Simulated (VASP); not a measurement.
KMgF$_{3}$ (cubic perovskite):

```
CELL_PARAMETERS angstrom
      3.99000     0.00000     0.00000
      0.00000     3.99000     0.00000
      0.00000     0.00000     3.99000
ATOMIC_POSITIONS crystal
  K  0.00000 0.00000 0.00000
  Mg 0.50000 0.50000 0.50000
  F  0.50000 0.00000 0.50000
  F  0.00000 0.50000 0.50000
  F  0.50000 0.50000 0.00000
```

The lowest empty band near Γ, direction [110], from PBE with spin-orbit coupling in VASP (PAW); its two spin partners are averaged. The gap over the points computed is 7.27 eV, and the next band on that side lies 2.80 eV away at the edge.

Numerical set-up: 520 eV cut-off, 6×6×6 Γ-centred mesh, Gaussian smearing of 0.050 eV, potentials K_sv Mg F.

| distance from the edge in k (1/Å) | distance in energy (meV) |
|---|---|
| 0.025 | 4.7 |
| 0.035 | 9.1 |
| 0.050 | 18.5 |
| 0.070 | 36.1 |

### Question
Fit E(1 + αE) = ħ²k²/2m* (ħ²/2m0 = 3.810 eV Å²) and predict the row at 0.095 1/Å.

### Answer
The rows don't resolve α, so a parabola serves: the electron mass is m* = 0.516 m0, and so 66.6 meV. The run gave 66.2 meV, -0.4 meV from the fit.

Left out are points under 3 meV from the edge, since the levels carry 0.1 meV, and points farther than half the way to the next band.

The compound is KMgF3 in the cubic perovskite structure. The cell was not relaxed at this level.
